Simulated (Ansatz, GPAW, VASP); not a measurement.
MgBr2 (P1, 3 atoms in the cell) computed with different codes at matched settings

Self-consistent single point, at a second geometry (atoms moved at random). First geometry:

```xyz
3
Lattice="3.7614 0.0000 0.0000 -1.8807 3.2575 0.0000 0.0000 0.0000 6.2425" Properties=species:S:1:pos:R:3 pbc="T T T"
Mg     0.0000     0.0000     0.0000
Br     0.0000     2.1717     1.4575
Br     1.8807     1.0858     4.7850
```

Second geometry:
```
CELL_PARAMETERS angstrom
      3.76142     0.00000     0.00000
     -1.88071     3.25748     0.00000
      0.00000     0.00000     6.24251
ATOMIC_POSITIONS crystal
  Mg 0.99325 0.00446 0.00231
  Br 0.34399 0.66036 0.23833
  Br 0.66276 0.33518 0.75936
```

Shared settings, as Ansatz (an electronic-structure program) writes them: kpoints.mp_grid.grid = 10 10 6; scf.occupations.method = fixed. Potentials and cutoffs stand in the table.

```json
[
 {"code": "GPAW", "model": "LDA (Perdew-Wang 92), GPAW PAW datasets LDA (gpaw-data 1.0.1)", "ΔF from the first geometry (meV/atom)": "0.0", "pressure (GPa)": "-0.02", "largest force (eV/Å)": "0.270", "gap on the mesh (eV)": "4.257", "cutoff": "850 eV"},
 {"code": "VASP", "model": "LDA (PZ), VASP's LDA PAW potentials (set 64)", "ΔF from the first geometry (meV/atom)": "0.5", "pressure (GPa)": "-0.26", "largest force (eV/Å)": "0.270", "gap on the mesh (eV)": "4.258", "cutoff": "300 eV"},
 {"code": "Ansatz", "model": "LDA (PW92), default PAW files made with PBE", "ΔF from the first geometry (meV/atom)": "0.1", "pressure (GPa)": "-0.08", "largest force (eV/Å)": "0.269", "gap on the mesh (eV)": "4.246", "cutoff": "default"}
]
```

Size of the force on each atom (eV/Å): Sizes of forces hide their directions.

```
code      Mg1    Br2    Br3
------  -----  -----  -----
GPAW    0.270  0.240  0.055
VASP    0.270  0.227  0.076
Ansatz  0.269  0.235  0.060
```

Gaps are read on the mesh.

The spread over the programs that give each value: ΔF from the first geometry within 0.5 meV/atom; pressure within 0.24 GPa; largest force within 0.001 eV/Å; gap on the mesh within 0.012 eV.

Ansatz's pressure is given at a fixed set of plane waves, as the other plane-wave codes print theirs. The same LDA comes in different parametrisations, which differ slightly.

VASP's run is marked for a possible Pulay error in its stress at this cutoff; no cutoff test was made.

VASP ran the fixed occupations as a Gaussian smearing of 0.01 eV.

The starting cell comes from a database of computed structures (which also holds hypothetical and non-ambient phases and stackings), without a prior relaxation at this level. Its lattice was rescaled by a random factor within 2.5 % of one. For this run, on top of that: atoms moved at random.

Left out of this page: Quantum ESPRESSO and SIESTA (not drawn, or without a comparable value); CP2K (unsound by tests on forces, stress, charge or solver warnings).

Keys are those of Ansatz 0.2.
